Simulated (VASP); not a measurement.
**SrTiO3: equilibrium volume by level of theory**

```
Sr Ti O
1.0
     3.90528    0.00000    0.00000
     0.00000    3.90528    0.00000
     0.00000    0.00000    3.90528
Sr Ti O
1 1 3
Direct
  0.50000 0.50000 0.50000
  0.00000 0.00000 0.00000
  0.50000 0.00000 0.00000
  0.00000 0.50000 0.00000
  0.00000 0.00000 0.50000
```

| rung | level | program and potentials | cutoff (eV) | k mesh | equilibrium volume (Å³/atom) | notes |
| --- | --- | --- | --- | --- | --- | --- |
| LDA | LDA | VASP, LDA PAW files O, Sr_sv, Ti_sv, 600 eV | 600 | 8 × 8 × 8 | 11.50 | - |
| GGA | AM05 | VASP, PBE PAW files O, Sr_sv, Ti_sv, 600 eV | 600 | 8 × 8 × 8 | 11.86 | potentials made for PBE |
| GGA | PBE | VASP, PBE PAW files O, Sr_sv, Ti_sv, 600 eV | 600 | 8 × 8 × 8 | 12.23 | - |
| GGA + dispersion | PBE+D3(BJ) | VASP, PBE PAW files O, Sr_sv, Ti_sv, 600 eV | 600 | 8 × 8 × 8 | 11.99 | - |
| GGA | PBEsol | VASP, PBE PAW files O, Sr_sv, Ti_sv, 600 eV | 600 | 8 × 8 × 8 | 11.82 | potentials made for PBE |
| GGA | RPBE | VASP, PBE PAW files O, Sr_sv, Ti_sv, 600 eV | 600 | 8 × 8 × 8 | 12.57 | potentials made for PBE |
| meta-GGA | r2SCAN | VASP, PBE PAW files O, Sr_sv, Ti_sv, 600 eV | 600 | 8 × 8 × 8 | 11.98 | potentials made for PBE |

Task: relaxation of cell and atoms. All rows: no spin polarisation. Meshes are those of the run's cell of 5 atoms unless a note names another. Relaxations start from the cell shown or near it and stop with a little pressure left. Runs on faulty files, with rough fits or with known faults for this quantity aren't shown. No row holds spin-orbit coupling.

By rung: LDA 11.50; GGA 11.82 to 12.57; GGA + dispersion 11.99; meta-GGA 11.98 (Å³/atom).
